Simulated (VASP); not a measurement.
Here is the system:

```yaml
crystal:
  lattice:
    - [0.00000, 2.80323, 2.80323]
    - [2.80323, 0.00000, 2.80323]
    - [2.80323, 2.80323, 0.00000]
  atoms:
    - { symbol: Ag, position: [0.00000, 0.00000, 0.00000] }
    - { symbol: Cl, position: [0.50000, 0.50000, 0.50000] }
```

Level of theory: PBE GGA, VASP's PBE PAW potentials (set 64) (plane waves; VASP). Run with 520 eV cut-off, 7×7×7 Γ-centred mesh, Gaussian smearing of 0.050 eV, potentials Ag Cl.

**Question.** Estimate the energy per atom (σ→0).

**Answer.** 
```yaml
energy per atom (σ→0): -2.701 eV/atom
```

Total energies compare only between runs with the same potentials, cut-off and functional.

The compound is AgCl in the rock salt structure. It was relaxed first.
